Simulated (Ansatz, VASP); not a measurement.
# Ti (Titanium) in two plane-wave programs, part 2 of 2

Wanted: the spread between two codes on one cell, functional and k mesh. The cell is taken from a series of runs on this material, whose earlier steps may have relaxed, scaled, displaced or heated it; both programs get it as it stands.

VASP 6.6.1 and Ansatz 0.2.0.

So far: The structure; VASP: zone-centre phonons, PBEsol.

## Step 3: Ansatz: zone-centre phonons, PBEsol

Level of this step: Ansatz beside VASP: Kohn-Sham DFT, plane waves, PBEsol (Ansatz).

Ansatz runs on its PAW soft_1 files.

The same cell, functional, mesh and smearing now go to Ansatz, which takes its cutoff from its data sets.

Contents of input.yaml:

```yaml
crystal:
  lattice:
    - [2.9874552232, 0.0, 0.0]
    - [-1.4937276116, 2.587212116, 0.0]
    - [0.0, 0.0, 4.4803472641]
  atoms:
    - { symbol: Ti, position: [0.3333333333, 0.6666666667, 0.25] }
    - { symbol: Ti, position: [0.6666666667, 0.3333333333, 0.75] }
kpoints:
  mp_grid: { grid: [18, 18, 12] }
hamiltonian:
  xc: pbesol
  pseudopotentials: { kind: paw, azcp: { folder: soft_1 }, xc_functional: pbe }
scf:
  occupations: { method: methfessel_paxton, width: 0.2 }
output:
  eigenvalues: true
phonons:
  method: dfpt
```

Command:

```sh
> ansatz run input.yaml --threads 4 --pin off --max-ram 10240MiB --backend cpu --events-out ev --progress --plain --runs-dir out
```

Numbers of over 12 decimals in the logs are rounded to 6 here.

Log:

```text
zone centre: on kpoints.mp_grid the ground state, and the responses unless they are solved on pairs of k-points, stand on 637 of the mesh's 3888 k-points, reduced under 4 symmetry operations, with k and −k counted as one. Each operation leaves every solved displacement unchanged or reverses it
Engine: ansatz 0.2.0, aarch64-unknown-linux-gnu
Pseudopotentials: kind: paw
Pseudopotential: Ti, paw, valence charge 12, recommended cutoff 420 eV (normal), soft_1/Ti.paw.azcp
Functional definition: PBEsol
  exchange = pbesol_x
  correlation = pbesol_c
Crystal: 2 atoms, lattice volume = 34.629 Å³
Basis set: ecut = 420 eV, 651 PW (Γ), exchange–correlation on 40×40×60 points (8 copies of the dense FFT grid, shifted against one another)
Bands: 16, of which v1, the nominal top of the filled ones, is band 12 counted from 1 (11 counted from 0)
Symmetry: 24 space group operations
k-points: 637 of 3888 (irreducible under 4 space group operations, time reversal used)
Non-local potential: Ti, projectors of the file, l = 0: 3, l = 1: 2, l = 2: 3, l = 3: 1
PAW form: soft (Blöchl's): semilocal exchange-correlation on the pseudo side does not see the compensation charge
PAW frozen core: Ti, regenerated for the run's functional, and the local potential with it (the file was generated under x = pbe(κ = 0.804, μ = 0.219515), c = pbe(β = 0.066725))
PAW one-centre angular grid: Ti, 590 points (default); XC on 64 Gauss nodes
Initial density: superposition of atomic densities (chi_scale 0.1, normalization cell)
Initial wavefunctions: pseudopotential atomic-orbital guess
Functional: x = pbesol(κ = 0.804, μ = 0.123457), c = pbesol(β = 0.046)
SCF iter   1: F=—  HF=-4948.245580 eV  |F-HF|=—  |Δ(HF+E_count)|=         —  Δρ=6.38e-2  dr2=1.47e0  ethr=3.10e-3  ⟨swp⟩=4.3  Hψ=89231  notcnv=0
automatic band count: the SCF goes on with 20 bands, as 16 were too few: they end inside the smearing window of the response
preconditioner: auto → none  [metal: Δε(μ)=0.011 eV  Ē_g=4.589 eV  σ=0.200 eV  W_gap=0.05  n_scr=8 (ndim 8)  ℏωp=17.8 eV  f_vac=0.000  D(μ)=1.57/eV (n_scr^D=22)  sad-step TF]
SCF iter   2: F=—  HF=-4947.923242 eV  |F-HF|=—  |Δ(HF+E_count)|=   3.22e-1  S|Δr|=    0.00e0  Δρ=3.64e-2  dr2=5.06e-1  ethr=3.10e-3  ⟨swp⟩=2.0  Hψ=21451  notcnv=0  defer=825
SCF iter   3: F=—  HF=-4947.761608 eV  |F-HF|=—  |Δ(HF+E_count)|=   1.62e-1  S|Δr|=    0.00e0  Δρ=1.43e-3  dr2=3.36e-4  ethr=2.11e-3  ⟨swp⟩=2.6  Hψ=21231  notcnv=0  defer=824
SCF iter   4: F=—  HF=-4947.761715 eV  |F-HF|=—  |Δ(HF+E_count)|=   1.07e-4  S|Δr|=    0.00e0  Δρ=1.15e-4  dr2=1.85e-6  ethr=1.40e-6  ⟨swp⟩=2.2  Hψ=22174  notcnv=0  defer=782
SCF iter   5: F=—  HF=-4947.761723 eV  |F-HF|=—  |Δ(HF+E_count)|=   7.54e-6  S|Δr|=    0.00e0  Δρ=5.82e-5  dr2=9.57e-7  ethr=7.70e-9  ⟨swp⟩=2.0  Hψ=20954  notcnv=0  defer=782
SCF iter   6: F=—  HF=-4947.761722 eV  |F-HF|=—  |Δ(HF+E_count)|=   3.24e-7  S|Δr|=    0.00e0  Δρ=4.06e-6  dr2=2.92e-9  ethr=3.99e-9  ⟨swp⟩=3.0  Hψ=22169  notcnv=0  defer=782
SCF iter   7: F=—  HF=-4947.761722 eV  |F-HF|=—  |Δ(HF+E_count)|=   1.16e-9  S|Δr|=    0.00e0  Δρ=8.79e-7  dr2=1.91e-10  ethr=1.22e-11  ⟨swp⟩=2.5  Hψ=19485  notcnv=0  defer=782
SCF iter   8: F=-4947.761722 eV  HF=-4947.761722 eV  |F-HF|=4.55e-12  |Δ(HF+E_count)|=  7.82e-11  S|Δr|=    0.00e0  Δρ=1.55e-7  dr2=6.07e-12  ethr=1.00e-12  ⟨swp⟩=7.1  Hψ=54343  notcnv=0
SCF 1 converged in 8 iterations: F = -4947.761722 eV  dr2 = 6.07e-12
  greatest PAW one-centre occupation: 0.999 electrons in one spin orbital (limit 2), on the Ti atom at site 1 (counted from 0), in its partial waves of l = 0
DFPT response loops at Γ: preconditioner auto → Kerker (q_TF=auto, 2.567 Å⁻¹) (partly filled bands, converged f_vac=0.000); β = 1.00, the filter's whole step (`scf.mixing.beta` (0.50) is not read by the response loops under this deck's `scf.mixing.preconditioner`; to damp them name `kerker` or `kerker_dos`, under which they read `scf.mixing.beta`, and type it under 1.00, their step now; both keys bind the ground state too); Broyden in place of MSR1
SCF converged after 8 iterations
Stability not checked: this state was not tested for a lower state beside it, because cold or Methfessel-Paxton smearing, or corrected tetrahedra, fill the levels in a way that the test cannot read (fill_not_monotonic; see scf.lower_state_search)
Free energy (F): -4947.761722 eV
Harris-Foulkes:  -4947.761722 eV  (|F-HF|=4.55e-12)
Internal energy: -4947.766658 eV  (E = F + TS)
E sigma→0 (E₀):  -4947.762956 eV
Entropy (-TS):   0.004935 eV (2.468 meV/atom)
Fermi energy:    13.237303 eV
--- Per-component energies (eV) ---
  E_band       = -316.835724
  E_kinetic    = 561.660111
  E_local      = -1746.491195  (includes V_loc(G=0)·N_el)
  E_nonlocal   = 123.554589
  E_hartree    = 690.536889
  E_xc         = -230.206482
  E_vxc        = -289.575839  (∫ρ·V_xc dr)
  E_paw        = -2034.412173  (= ΣΔE_a)
  E_vpaw       = -347.057108  (= ΣTr[D̂ρ^β])
  E_aug_tail   = -0.000158  (compensation charges beyond the density's cutoff)
  E_ewald      = -2312.687009
  E_core_change = 0.278769  (= ΣΔE_core)
  E_smearing   = 0.004935  (= −TS)
  E_closure    = -0.000000  (closes the sum)
  Σ components = -4947.761722   (vs F -4947.761722, Δ=0.00e0)
--- Band table (eV; the first three rows and the last of 637) ---
  k-point 0: bands = [... 8 lower, 7.0236, 10.5349, 13.9165, 13.9165, 14.4460, 14.5185, 14.5185, 14.5195, ... 4 higher]
  k-point 1: bands = [... 8 lower, 7.0874, 10.5181, 13.8564, 13.8564, 14.3832, 14.4083, 14.4711, 14.4711, ... 4 higher]
  k-point 2: bands = [... 8 lower, 7.2760, 10.4506, 13.7486, 13.7486, 14.0541, 14.2991, 14.3453, 14.3453, ... 4 higher]
  k-point 636: bands = [... 8 lower, 11.1945, 11.1945, 12.6571, 12.6571, 13.0937, 13.0937, 14.7573, 14.7573, ... 4 higher]
--- Phonons (Γ-DFPT): 2 representative perturbations + reference, on 637 of 3888 k-points (Σ response iterations 6) ---
  k mesh reduced under 4 symmetry operations, with k and −k counted as one. Each operation leaves every solved displacement unchanged or reverses it
  ASR residual: 5.254e-5 → 0.000e0 eV/Å²; symmetrization residual: 7.003e-13 eV/Å²
  ASR residual per site (eV/Å²): 5.25e-5 5.25e-5
  Γ frequencies (cm⁻¹): 0.00 0.00 0.00 135.85 135.85 218.81
  non-analytic LO–TO correction: not included (Born effective charges unavailable; polar crystals: no LO–TO splitting at Γ)
```

## Step 4: Side by side

Known differences besides the potentials themselves: the cutoff is 420 eV in Ansatz and 500 eV in VASP; Ansatz makes its cores anew for this functional, VASP keeps those of its PBE data sets. Total energies have different zeros and are not compared.

Both answers:

```
                  quantity  Ansatz   VASP  difference
optical mode 1 to 2 (cm⁻¹)   135.8  136.5     -0.47 %
     optical mode 3 (cm⁻¹)   218.8  219.6     -0.35 %
```

Modes are paired by rising frequency, not by their patterns, so a pair may set unlike modes beside each other; they are those without the splitting of longitudinal modes.

## Step 5: What came out

```
r.m.s. difference of the optical zone-centre modes, each program's sorted by frequency (zone-centre phonons, PBEsol) : 0.68 cm⁻¹
```

**Reading.** The r.m.s. difference of the optical zone-centre modes, each program's sorted by frequency is 0.68 cm⁻¹ (zone-centre phonons, PBEsol). How closely two codes agree says nothing of how well the functional describes the real material.

[Lines on the potential files, build, host, timing and source positions are cut from VASP's logs without a mark.]

[Logs are printed without paths, hosts, clocks, repeated set-up lines and the standing remarks that a program may print on its own settings, such as how far it seeks lower states.]

[Hosts, paths, dates, database ids (printed as entryN), source tags and the programs' standing remarks are cut or masked in the printed files.]
